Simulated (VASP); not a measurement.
Consider the following.

```xyz
2
Lattice="2.8216 0.0000 0.0000 0.0000 2.8129 0.0000 0.0000 0.0000 3.6729" Properties=species:S:1:pos:R:3 pbc="T T T"
Cu     0.0000     0.0000     0.0000
Au     1.4607     1.4065     1.8364
```

Computed with PBE GGA + U (Dudarev), VASP's PBE PAW potentials (set 64) (plane waves; VASP). Run with 400 eV cut-off, 12×12×9 Γ-centred mesh, first-order Methfessel-Paxton smearing of 0.10 eV, potentials Cu Au, U − J: Cu 1.00 eV.

Problem. Give the force on each atom (eV/Å).

Solution. 
```
atom      Fx     Fy     Fz
----  ------  -----  -----
Cu1    0.175  0.000  0.000
Au2   -0.175  0.000  0.000
```

Problem. Give the stress tensor in GPa (positive for a compressed cell).

Solution. 
```
4.33  0.00  0.00
0.00  4.40  0.00
0.00  0.00  2.99
```
The pressure is its mean diagonal, 3.91 GPa.

The compound is CuAu in the L1_0 structure. The cell was not relaxed at this level, atoms are displaced from their ideal sites. The run is one of a series of settings (LDAU = .TRUE., LDAUJ = 0 0, LDAUL = 2 -1, LDAUTYPE = 2, LDAUU = 1.0 0 against the base run), some of them coarse on purpose.
